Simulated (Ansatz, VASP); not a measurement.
## Cross-check of BaTiO3 between VASP and Ansatz

Aim: how closely do two programs agree when they are given the same cell, functional and k mesh?

Main program and level: Ansatz 0.2.0; plane waves, with VASP 6.6.1 beside it; band structure at B3LYP with an exact-exchange share of 0.2.

The database entry behind the starting cell differs from later determinations by our own check (c/a about 0.6 % short), so it need not match the best structure at ambient conditions.

**1. Set-up**

Symmetry: P4mm, No. 99, tetragonal system. The conventional cell has a = 4.000 Å, b = 4.000 Å, c = 4.018 Å, α = 90.00°, β = 90.00°, γ = 90.00°. Ba has 12 O at 2.79 to 2.88 Å nearest. Nearest to Ti lie 6 O at 1.89 to 2.13 Å. Nearest to O lie 2 Ti at 1.89 to 2.13 Å and 4 Ba at 2.83 Å. O has 2 Ti at 2.00 Å and 4 Ba at 2.79 to 2.88 Å nearest. Farther neighbours and most contacts between anions are not listed.

**2. VASP: band structure, B3LYP with an exact-exchange share of 0.2**

The same path points are solved in both programs, so levels can be compared one by one.

Lines of VASP's logs that name or quote its potential files are left out, and so is its time.

The run reads the wave functions of an earlier VASP run, which isn't shown here.

Contents of INCAR:

```
SYSTEM = BaTiO3
PREC = Accurate
ENCUT = 520
EDIFF = 1E-06
NELM = 100
ISMEAR = 0
SIGMA = 0.02
LREAL = .FALSE.
ALGO = Normal
LHFCALC = .TRUE.
AEXX = 0.2
GGA = B3
AGGAX = 0.72
AGGAC = 0.81
ALDAC = 0.19
LASPH = .TRUE.
NBANDS = 26
PRECFOCK = Fast
HFRCUT = -1
LORBIT = 11
LWAVE = .FALSE.
LCHARG = .FALSE.
KPAR = 8
```

Contents of POSCAR:

```
BaTiO3
1.0
    3.9998000000      0.0000000000      0.0000000000
    0.0000000000      3.9998000000      0.0000000000
    0.0000000000      0.0000000000      4.0180000000
Ba Ti O
1 1 3
Direct
    0.0000000000      0.0000000000      0.0000000000
    0.5000000000      0.5000000000      0.4900000000
    0.5000000000      0.5000000000      0.0190000000
    0.5000000000      0.0000000000      0.5170000000
    0.0000000000      0.5000000000      0.5170000000
```

Contents of KPOINTS:

```
Automatic mesh
0
Gamma
4 4 4
0 0 0
```

Contents of KPOINTS_OPT:

```
Line mode
6
Line-mode
Reciprocal
  0.00000000   0.00000000   0.00000000 GAMMA
  0.00000000   0.50000000   0.00000000 X

  0.00000000   0.50000000   0.00000000 X
  0.50000000   0.50000000   0.00000000 M

  0.50000000   0.50000000   0.00000000 M
  0.00000000   0.00000000   0.00000000 GAMMA

  0.00000000   0.00000000   0.00000000 GAMMA
  0.00000000   0.00000000   0.50000000 Z

  0.00000000   0.00000000   0.50000000 Z
  0.00000000   0.50000000   0.50000000 R

  0.00000000   0.50000000   0.50000000 R
  0.50000000   0.50000000   0.50000000 A

  0.50000000   0.50000000   0.50000000 A
  0.00000000   0.00000000   0.50000000 Z

  0.00000000   0.50000000   0.00000000 X
  0.00000000   0.50000000   0.50000000 R

  0.50000000   0.50000000   0.00000000 M
  0.50000000   0.50000000   0.50000000 A
```

PAW data sets: Ba_sv, Ti_sv and O (PBE family, release 64).

Run with:

```sh
mpirun -np 8 vasp_std
```

Numbers of over 12 decimals in the logs are rounded to 6 here.

What it wrote:

```text
[banner, memory and clock lines left out]
running    8 mpi-ranks, on    1 nodes
 distrk:  each k-point on    1 cores,    8 groups
 distr:  one band on    1 cores,    1 groups

 POSCAR found type information on POSCAR BaTiO
 POSCAR found :  3 types and       5 ions
|                                                                             |
|           W    W    AA    RRRRR   N    N  II  N    N   GGGG   !!!           |
|           W    W   A  A   R    R  NN   N  II  NN   N  G    G  !!!           |
|           W    W  A    A  R    R  N N  N  II  N N  N  G       !!!           |
|           W WW W  AAAAAA  RRRRR   N  N N  II  N  N N  G  GGG   !            |
|           WW  WW  A    A  R   R   N   NN  II  N   NN  G    G                |
|           W    W  A    A  R    R  N    N  II  N    N   GGGG   !!!           |
|                                                                             |
|     For optimal performance we recommend to set                             |
|       NCORE = 2 up to number-of-cores-per-socket                            |
|     NCORE specifies how many cores store one orbital (NPAR=cpu/NCORE).      |
|     This setting can greatly improve the performance of VASP for DFT.       |
|     The default, NCORE=1 might be grossly inefficient on modern             |
|     multi-core architectures or massively parallel machines. Do your        |
|     Unfortunately you need to use the default for GW and RPA                |
|     calculations (for HF NCORE is supported but not extensively tested      |
|     yet).                                                                   |
|                                                                             |

|                                                                             |
|               ----> ADVICE to this user running VASP <----                  |
|                                                                             |
|     You enforced a specific xc type in the INCAR file but a different       |
|     [... a line on the potential file left out ...]
|     I HOPE YOU KNOW WHAT YOU ARE DOING!                                     |
|                                                                             |

 LDA part: xc-table for (Slater(with rela. corr.)+VWN3), standard interpolation
 found WAVECAR, reading the header
 POSCAR, INCAR and KPOINTS ok, starting setup
 FFT: planning ... GRIDC
 FFT: planning ... GRID_SOFT
 FFT: planning ... GRID
 HFRCUT set to (new)   9.940143
 reading WAVECAR
 the WAVECAR file was read successfully
 initial charge from wavefunction
 entering main loop
       N       E                     dE             d eps       ncg     rms          rms(c)
DAV:   1    -0.476128077650E+02   -0.47613E+02   -0.18357E+00  1072   0.110E+01    0.326E+00
DAV:   2    -0.473861358236E+02    0.22667E+00   -0.69394E-01  1092   0.995E+00    0.552E-01
DAV:   3    -0.474273840987E+02   -0.41248E-01   -0.74269E-02  1118   0.181E+00    0.770E-01
DAV:   4    -0.474193463357E+02    0.80378E-02   -0.33346E-02  1094   0.205E+00    0.307E-01
DAV:   5    -0.474205926846E+02   -0.12463E-02   -0.21614E-03  1096   0.422E-01    0.163E-01
DAV:   6    -0.474203681719E+02    0.22451E-03   -0.10419E-03  1270   0.327E-01    0.830E-02
DAV:   7    -0.474203979563E+02   -0.29784E-04   -0.11225E-04  1134   0.133E-01    0.531E-02
DAV:   8    -0.474203988676E+02   -0.91133E-06   -0.42016E-05  1240   0.712E-02    0.327E-02
DAV:   9    -0.474204002394E+02   -0.13718E-05   -0.45850E-06  1052   0.256E-02    0.175E-02
DAV:  10    -0.474204013393E+02   -0.10999E-05   -0.19123E-06   738   0.115E-02    0.105E-02
DAV:  11    -0.474204018785E+02   -0.53927E-06   -0.66047E-07   550   0.101E-02
   1 F= -.47420402E+02 E0= -.47420402E+02  d E =-.964341E-12
 Start KPOINTS_OPT (optional k-point list driver)
k-point batch [1-18\54]
       N       E                     dE             ncg
DAV:   1     0.771979019649E+03   -0.13860E+05      936
DAV:   2    -0.722338187025E+04   -0.79954E+04     1022
DAV:   3    -0.837541918700E+04   -0.11520E+04     1324
DAV:   4    -0.847746561034E+04   -0.10205E+03     1206
DAV:   5    -0.848146854783E+04   -0.40029E+01     1338
DAV:   6    -0.848158453170E+04   -0.11598E+00     1306
DAV:   7    -0.848158739638E+04   -0.28647E-02     1404
DAV:   8    -0.848158744441E+04   -0.48034E-04     1182
DAV:   9    -0.848158744512E+04   -0.70206E-06      780
[...]
k-point batch [37-54\54]
       N       E                     dE             ncg
DAV:   1     0.840677068732E+03   -0.23094E+05      936
DAV:   2    -0.731391891844E+04   -0.81546E+04     1010
DAV:   3    -0.848962753185E+04   -0.11757E+04     1408
DAV:   4    -0.858825650329E+04   -0.98629E+02     1208
DAV:   5    -0.859199335691E+04   -0.37369E+01     1366
DAV:   6    -0.859207965396E+04   -0.86297E-01     1274
DAV:   7    -0.859208120258E+04   -0.15486E-02     1366
DAV:   8    -0.859208122642E+04   -0.23840E-04     1202
DAV:   9    -0.859208122696E+04   -0.54327E-06      844
```

From OUTCAR (step 2):

```text
ion  position               nearest neighbor table
   1  0.000  0.000  0.000-   4 2.79   5 2.79   5 2.79   4 2.79   3 2.83   3 2.83   3 2.83   3 2.83
                             4 2.88   5 2.88   5 2.88   4 2.88   2 3.45   2 3.45   2 3.45   2 3.45
   2  0.500  0.500  0.490-   3 1.89   4 2.00   5 2.00   4 2.00   5 2.00   3 2.13   1 3.45   1 3.45
                             1 3.45   1 3.45   1 3.49   1 3.49   1 3.49   1 3.49
   3  0.500  0.500  0.019-   2 1.89   2 2.13   1 2.83   1 2.83   1 2.83   1 2.83
   4  0.500  0.000  0.517-   2 2.00   2 2.00   1 2.79   1 2.79   1 2.88   1 2.88
   5  0.000  0.500  0.517-   2 2.00   2 2.00   1 2.79   1 2.79   1 2.88   1 2.88

  LATTYP: Found a simple tetragonal cell.
 ALAT       =     3.9998000000
 C/A-ratio  =     1.0045502275

 Subroutine GETGRP returns: Found  8 space group operations
 (whereof  8 operations were pure point group operations)

The static configuration has the point symmetry C_4v.

 Found     18 irreducible k-points:

   k-points           NKPTS =     18   k-points in BZ     NKDIM =     64   number of bands    NBANDS=     26

   dimension x,y,z NGX =    30 NGY =   30 NGZ =   30
   dimension x,y,z NGXF=    60 NGYF=   60 NGZF=   60

   ENCUT  =  520.0 eV  38.22 Ry    6.18 a.u.   7.44  7.44  7.47*2*pi/ulx,y,z

   NELECT =      40.0000    total number of electrons

 k-points in reciprocal lattice and weights: Automatic mesh
   0.00000000  0.00000000  0.00000000       0.016
   0.25000000  0.00000000  0.00000000       0.062
   0.50000000  0.00000000  0.00000000       0.031
   0.25000000  0.25000000  0.00000000       0.062
   0.50000000  0.25000000  0.00000000       0.062
   0.50000000  0.50000000  0.00000000       0.016
   0.00000000  0.00000000  0.25000000       0.031
   0.25000000  0.00000000  0.25000000       0.125
   0.50000000  0.00000000  0.25000000       0.062
[...]
0.50000000  0.25000000  0.50000000       0.062
   0.50000000  0.50000000  0.50000000       0.016

  exchange ACFDT corr.  =         0.00000000  see jH, gK, PRB 81, 115126

 average (electrostatic) potential at core
       1 -29.6062       2 -72.7732       3 -64.2592       4 -64.1251       5 -64.1251

 E-fermi :   2.9374

 k-point     1 :       0.0000    0.0000    0.0000
  band No.  band energies     occupation
    ...
     16       1.5750      2.00000
     17       1.6710      2.00000
     18       2.5555      2.00000
     19       2.5929      2.00000
     20       2.5929      2.00000
     21       6.3416      0.00000
     22       6.5486      0.00000
     23       6.5486      0.00000
     24       8.4373      0.00000
     25       8.5355      0.00000
    ...

 k-point     2 :       0.2500    0.0000    0.0000
  band No.  band energies     occupation
    ...
     16       1.1622      2.00000
     17       1.2789      2.00000
     18       1.5862      2.00000
     19       2.1888      2.00000
     20       2.2681      2.00000
     21       6.6139      0.00000
     22       7.3266      0.00000
     23       7.3302      0.00000
     24       8.5130      0.00000
     25       9.7419      0.00000
    ...

 k-point     3 :       0.5000    0.0000    0.0000
  band No.  band energies     occupation
    ...
     16       0.8684      2.00000
     17       0.9593      2.00000
     18       1.0681      2.00000
     19       1.8784      2.00000
     20       1.9670      2.00000
     21       6.6910      0.00000
     22       8.1612      0.00000
     23       8.1874      0.00000
     24       8.5006      0.00000
     25      10.5242      0.00000
    ...

  energy-cutoff  :      520.00
  volume of cell :       64.28
      direct lattice vectors                 reciprocal lattice vectors
     3.999800000  0.000000000  0.000000000     0.250012501  0.000000000  0.000000000
     0.000000000  3.999800000  0.000000000     0.000000000  0.250012501  0.000000000
     0.000000000  0.000000000  4.018000000     0.000000000  0.000000000  0.248880040

 POSITION                                       TOTAL-FORCE (eV/Angst)
 -----------------------------------------------------------------------------------
      0.00000      0.00000      0.00000         0.000000     -0.000000      0.076844
      1.99990      1.99990      1.96882         0.000000     -0.000000     -0.252175
      1.99990      1.99990      0.07634        -0.000000     -0.000000      0.457216
      1.99990      0.00000      2.07731        -0.000000      0.000000     -0.140942
      0.00000      1.99990      2.07731         0.000000     -0.000000     -0.140942
 -----------------------------------------------------------------------------------
    total drift:                                0.000003     -0.000000     -0.007699

  FREE ENERGIE OF THE ION-ELECTRON SYSTEM (eV)
  ---------------------------------------------------
  free  energy   TOTEN  =       -47.4204018785 eV

  energy  without entropy=      -47.4204018785  energy(sigma->0) =      -47.42040188

 total charge
# of ion       s       p       d       tot
------------------------------------------
    1        2.011   5.664   0.294   7.968
    2        2.212   6.280   1.606  10.098
    3        1.562   3.517   0.000   5.079
    4        1.559   3.518   0.000   5.076
    5        1.559   3.518   0.000   5.076
--------------------------------------------------
tot          8.902  22.496   1.899  33.298

[... 3 further parts left out ...]
```

Harder data sets than Ba_sv exist (the GW ones), and pressures, volumes and forces can shift noticeably with them.

(Continued in part 2 of 2.)

[Lines on the potential files, build, host, timing and source positions are cut from VASP's logs without a mark.]

[Logs are printed without paths, hosts, clocks, repeated set-up lines and the standing remarks that a program may print on its own settings, such as how far it seeks lower states.]

[Hosts, paths, dates, database ids (printed as entryN), source tags and the programs' standing remarks are cut or masked in the printed files.]
